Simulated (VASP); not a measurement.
All values below come from PBE GGA with D3 dispersion (zero damping), VASP's PBE PAW potentials (set 64) (plane waves; VASP).

VASP ran on this input.

**INCAR**
```
! general
SYSTEM  = Dy
PREC    = Accurate
ENCUT   = 520
LREAL   = .FALSE.   ! projection in real space or not
LASPH   = .TRUE.   ! aspherical one-centre terms

! electronic loop
EDIFF   = 1E-6
NELM    = 100   ! most electronic steps
ALGO    = Normal
LMAXMIX = 6   ! l cut-off of mixed one-centre charges

! smearing
ISMEAR  = 1
SIGMA   = 0.1   ! width (eV)

! functional
GGA     = PE   ! PBE
IVDW    = 11   ! D3, zero damping

! ions
IBRION  = 2
NSW     = 60   ! most ionic steps
ISIF    = 3   ! ions, shape and volume
EDIFFG  = -0.01   ! ionic stop

! output
LWAVE   = .FALSE.
LCHARG  = .FALSE.
```

**KPOINTS**
```
K-points
0
G
  11 11 6
```

### POSCAR
```
Dy
1
    1.7950000000    -3.1090310000     0.0000000000
    1.7950000000     3.1090310000     0.0000000000
    0.0000000000     0.0000000000     5.6500000000
Dy
2
Direct
  0.3333330000   0.6666670000   0.2500000000
  0.6666670000   0.3333330000   0.7500000000
```

POTCAR, in this order: Dy_3 (PBE.64 set). Program: vasp_std.

Task: What will the output report for the number of irreducible k-points (NKPTS), largest plane-wave count, number of space-group operations, FFT grid (NGX, NGY, NGZ)?

Result: 
```
Item                                          Result
--------------------------------------  ------------
number of irreducible k-points (NKPTS)            64
largest plane-wave count                        1731
number of space-group operations                  24
FFT grid (NGX, NGY, NGZ)                28 × 28 × 42
```

The compound is Dy in the hcp structure. This run relaxes it. Symmetry was kept, so distortions that lower it aren't found. The 4f electrons are frozen in the core of the lanthanide potential, so 4f levels, which can set the real gap, and their magnetism are missing.
